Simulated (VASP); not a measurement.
All values below come from r2SCAN meta-GGA, VASP's PBE PAW potentials (set 64) (plane waves; VASP).

A VASP calculation is set up with these files.

**INCAR**
```
ALGO=Normal
EDIFF=1E-6
EDIFFG=-0.02
ENCUT=400
IBRION=2
ISIF=3
ISMEAR=0
LASPH=T
LCHARG=F
LMAXMIX=4
LMIXTAU=T
LREAL=F
LWAVE=F
METAGGA=R2SCAN
NELM=100
NSW=60
PREC=Accurate
SIGMA=0.05
SYSTEM=Zn3CdS4
```

**KPOINTS**
```
Automatic
0
G
 4 4 4
```

### POSCAR
```
Zn3CdS4
1.0
  5.5020272045   0.0000000000   0.0000000000
  0.0000000000   5.5020272045   0.0000000000
  0.0000000000   0.0000000000   5.5020272045
Zn Cd S
3 1 4
Direct
  0.0000000000   0.5000000000   0.5000000000
  0.5000000000   0.0000000000   0.5000000000
  0.5000000000   0.5000000000   0.0000000000
  0.0000000000   0.0000000000   0.0000000000
  0.2627408487   0.2627408487   0.2627408487
  0.2627408487   0.7372591513   0.7372591513
  0.7372591513   0.7372591513   0.2627408487
  0.7372591513   0.2627408487   0.7372591513
```

POTCAR, in this order: Zn Cd S (PBE.64 set). Program: vasp_std.

The resulting files:

File OUTCAR:
```
 ion  position               nearest neighbor table
   1  0.000  0.500  0.500-   5 2.34   6 2.34   7 2.34   8 2.34
   2  0.500  0.000  0.500-   5 2.34   6 2.34   7 2.34   8 2.34
   3  0.500  0.500  0.000-   5 2.34   6 2.34   7 2.34   8 2.34
   4  0.000  0.000  0.000-   5 2.50   6 2.50   7 2.50   8 2.50
   5  0.263  0.263  0.263-   1 2.34   2 2.34   3 2.34   4 2.50
   6  0.263  0.737  0.737-   1 2.34   2 2.34   3 2.34   4 2.50
   7  0.737  0.737  0.263-   1 2.34   2 2.34   3 2.34   4 2.50
   8  0.737  0.263  0.737-   1 2.34   2 2.34   3 2.34   4 2.50
  LATTYP: Found a simple cubic cell.
 ALAT       =     5.5020272045
 Subroutine PRICEL returns:
 Original cell was already a primitive cell.
 Subroutine GETGRP returns: Found 24 space group operations
The static configuration has the point symmetry T_d .
The dynamic configuration has the point symmetry T_d .
 Subroutine INISYM returns: Found 24 space group operations
 Subroutine IBZKPT returns following result:
 Found     10 irreducible k-points:

 Following reciprocal coordinates:
            Coordinates               Weight
  0.000000  0.000000  0.000000      1.000000
  0.250000  0.000000  0.000000      6.000000
  0.500000  0.000000  0.000000      3.000000
  0.250000  0.250000  0.000000     12.000000
  0.500000  0.250000  0.000000     12.000000
  0.500000  0.500000  0.000000      3.000000
  0.250000  0.250000  0.250000      8.000000
  0.500000  0.250000  0.250000     12.000000
  0.500000  0.500000  0.250000      6.000000
  0.500000  0.500000  0.500000      1.000000
   k-points           NKPTS =     10   k-points in BZ     NKDIM =     10   number of bands    NBANDS=     43
   number of dos      NEDOS =    301   number of ions     NIONS =      8
   total plane-waves  NPLWV =  46656
   dimension x,y,z NGX =    36 NGY =   36 NGZ =   36
   dimension x,y,z NGXF=    72 NGYF=   72 NGZF=   72
   ions per type =               3   1   4
   PREC   = accura    normal or accurate (medium, high low for compatibility)
   ISTART =      0    job   : 0-new  1-cont  2-samecut
   ICHARG =      2    charge: 1-file 2-atom 10-const
   ISPIN  =      1    spin polarized calculation?
   LNONCOLLINEAR =      F non collinear calculations
   LSORBIT =      F    spin-orbit coupling
   INIWAV =      1    electr: 0-lowe 1-rand  2-diag
   ENCUT  =  400.0 eV  29.40 Ry    5.42 a.u.   8.97  8.97  8.97*2*pi/ulx,y,z
   NELM   =    100;   NELMIN=  2; NELMDL= -5     # of ELM steps
   EDIFF  = 0.1E-05   stopping-criterion for ELM
   LREAL  =      F    real-space projection
   NLSPLINE    = F    spline interpolate recip. space projectors
   LMAXMIX     =    4 max onsite mixed and CHGCAR
   VOSKOWN=      0    Vosko Wilk Nusair interpolation
   EDIFFG = -.2E-01   stopping-criterion for IOM
   NSW    =     60    number of steps for IOM
   NBLOCK =      1;   KBLOCK =     60    inner block; outer block
   IBRION =      2    ionic relax: 0-MD 1-quasi-New 2-CG
   NFREE  =      1    steps in history (QN), initial steepest desc. (CG)
   ISIF   =      3    stress and relaxation
   ISYM   =      2    0-nonsym 1-usesym 2-fastsym
   TEIN   =    0.0    initial temperature
   TEBEG  =    0.0;   TEEND  =   0.0 temperature during run
   SMASS  =  -3.00    Nose mass-parameter (am)
   PSTRESS=    0.0 pullay stress
   NELECT =      72.0000    total number of electrons
   EFERMI =   0.00;   METHOD = LEGACY
   ISMEAR =     0;   SIGMA  =   0.05  broadening in eV -4-tet -1-fermi 0-gaus
   IALGO  =     38    algorithm
   LDIAG  =      T    sub-space diagonalisation (order eigenvalues)
   IMIX   =      4    mixing-type and parameters
     AMIX     =   0.40;   BMIX     =  1.00
     AMIX_MAG =   1.60;   BMIX_MAG =  1.00
     AMIN     =   0.10
   METAGGA = R2SCAN    functional components
   VOSKOWN =     0    Vosko Wilk Nusair interpolation
   LHFCALC =     F    Hartree Fock is set to
...
```

OSZICAR:
```
       N       E                     dE             d eps       ncg     rms          rms(c)
DAV:   1     0.499363793739E+03    0.49936E+03   -0.29928E+04   860   0.164E+03
DAV:   2    -0.303023281680E+02   -0.52967E+03   -0.51491E+03   900   0.409E+02
DAV:   3    -0.980542423229E+02   -0.67752E+02   -0.67048E+02   962   0.146E+02
DAV:   4    -0.100521858214E+03   -0.24676E+01   -0.24602E+01  1016   0.281E+01
DAV:   5    -0.100558444532E+03   -0.36586E-01   -0.36562E-01   983   0.357E+00    0.154E+01
DAV:   6    -0.897745167163E+02    0.10784E+02   -0.91714E+00  1070   0.519E+01    0.143E+01
DAV:   7    -0.850818098379E+02    0.46927E+01   -0.28801E+00   910   0.142E+01    0.792E+00
DAV:   8    -0.881436324792E+02   -0.30618E+01   -0.23868E+00   875   0.734E+00    0.259E+00
DAV:   9    -0.860942503640E+02    0.20494E+01   -0.67767E-01   872   0.498E+00    0.144E+00
DAV:  10    -0.858578424044E+02    0.23641E+00   -0.22548E-01   863   0.304E+00    0.524E-01
DAV:  11    -0.861112666421E+02   -0.25342E+00   -0.15566E-01   866   0.247E+00    0.262E-01
DAV:  12    -0.861203012747E+02   -0.90346E-02   -0.10610E-02   954   0.598E-01    0.244E-01
DAV:  13    -0.861181005053E+02    0.22008E-02   -0.40333E-03  1075   0.478E-01    0.160E-01
DAV:  14    -0.861181782400E+02   -0.77735E-04   -0.57573E-03   878   0.517E-01    0.147E-01
DAV:  15    -0.861198504338E+02   -0.16722E-02   -0.73881E-04   958   0.195E-01    0.548E-02
DAV:  16    -0.861207597422E+02   -0.90931E-03   -0.39806E-04   902   0.110E-01    0.320E-02
DAV:  17    -0.861209166137E+02   -0.15687E-03   -0.18469E-04   896   0.875E-02    0.132E-02
DAV:  18    -0.861209316064E+02   -0.14993E-04   -0.11675E-05   986   0.210E-02    0.897E-03
DAV:  19    -0.861209346296E+02   -0.30232E-05   -0.15687E-07   577   0.272E-03    0.911E-03
DAV:  20    -0.861209574676E+02   -0.22838E-04   -0.58635E-06   813   0.162E-02    0.121E-02
DAV:  21    -0.861209595021E+02   -0.20345E-05   -0.22184E-06   670   0.106E-02    0.235E-02
DAV:  22    -0.861209588831E+02    0.61901E-06   -0.46992E-07   481   0.542E-03
   1 F= -.86120959E+02 E0= -.86120959E+02  d E =-.861210E+02
```

OUTCAR:
```
------------------------ aborting loop because EDIFF is reached ----------------------------------------
  FORCE on cell =-STRESS in cart. coord.  units (eV):
  Direction    XX          YY          ZZ          XY          YZ          ZX
  --------------------------------------------------------------------------------------
  Total        0.0640992      0.0640992      0.0640992     -0.0000000     -0.0000000     -0.0000000
  in kB        0.6165877      0.6165877      0.6165877     -0.0000000     -0.0000000     -0.0000000
  external PRESSURE =       0.6165877 kB  Pullay stress =       0.0000000 kB
  volume of cell :      166.56
      direct lattice vectors                 reciprocal lattice vectors
     5.502027205  0.000000000  0.000000000     0.181751191  0.000000000  0.000000000
     0.000000000  5.502027205  0.000000000     0.000000000  0.181751191  0.000000000
     0.000000000  0.000000000  5.502027205     0.000000000  0.000000000  0.181751191
 POSITION                                       TOTAL-FORCE (eV/Angst)
 -----------------------------------------------------------------------------------
      0.00000      2.75101      2.75101        -0.000000     -0.000000      0.000000
      2.75101      0.00000      2.75101        -0.000000     -0.000000      0.000000
      2.75101      2.75101      0.00000        -0.000000     -0.000000      0.000000
      0.00000      0.00000      0.00000        -0.000000     -0.000000      0.000000
      1.44561      1.44561      1.44561         0.007062      0.007062      0.007062
      1.44561      4.05642      4.05642         0.007062     -0.007062     -0.007062
      4.05642      4.05642      1.44561        -0.007062     -0.007062      0.007062
      4.05642      1.44561      4.05642        -0.007062      0.007062     -0.007062
 -----------------------------------------------------------------------------------
    total drift:                                0.000000      0.000000      0.000000
  FREE ENERGIE OF THE ION-ELECTRON SYSTEM (eV)
  ---------------------------------------------------
  free  energy   TOTEN  =       -86.1209588831 eV

  energy  without entropy=      -86.1209588831  energy(sigma->0) =      -86.12095888

 reached required accuracy - stopping structural energy minimisation
```
(Selected blocks of OUTCAR.)

The structure comes from a computed database's Zn3CdS4 entry (P-43m); how it stands against other phases isn't given here. It was relaxed first. The start is the result of an earlier pass.
